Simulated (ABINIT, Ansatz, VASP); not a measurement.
## NiSi₂ (Fm-3m, 3 atoms in the cell) computed with different codes at matched settings

Self-consistent single point.

```
NiSi2
1.0
    0.00000     2.70500     2.70500
    2.70500     0.00000     2.70500
    2.70500     2.70500     0.00000
Si Ni
2 1
Direct
  0.25000   0.25000   0.25000
  0.75000   0.75000   0.75000
  0.00000   0.00000   0.00000
```

All programs got the same cell, k-point mesh and kind of occupations (in Ansatz's words: kpoints.mp_grid.grid = 11 11 11; scf.occupations.method = fermi_dirac; scf.occupations.width = 0.136 eV); potentials, basis and cutoffs are each program's usual ones.

| code | model | pressure (GPa) | cutoff |
|---|---|---|---|
| Ansatz | PBE, default PAW files | 2.98 | default |
| ABINIT | PBE, norm-conserving pseudopotentials (PseudoDojo nc-sr-05 PBE standard) | 3.08 | 1333 eV |
| VASP | PBE, VASP's PBE PAW potentials (set 64) | 2.57 | 300 eV |

The spread over the programs that give each value: pressure within 0.51 GPa.

The starting cell has typed, rounded lattice constants, without a prior relaxation at this level. On Ansatz's run: Spin polarisation is off. In the base run, with a pressure of about 3 GPa the cell is away from its equilibrium volume at this level.

Problem. Why do the programs differ, and what cannot be compared?

Solution. Differences of this kind can come from the potentials, where these differ, and from what each basis and cutoff leave unconverged. The valence holds different numbers of electrons (Ansatz (a first-principles code) 26, ABINIT 26, VASP 18). The zero of total energies and Fermi levels follows the potentials and each program's conventions, so they are not compared here. Ansatz's pressure is given at a fixed set of plane waves, as the other plane-wave codes print theirs; with its correction for the finite basis it is 3.02 GPa.

VASP's run is marked for a possible Pulay error in its stress at this cutoff; no cutoff test was made.

Left out of this page: Quantum ESPRESSO, GPAW, CP2K, Elk, FLEUR and SIESTA (not drawn, or without a comparable value).

Keys are those of Ansatz 0.2.
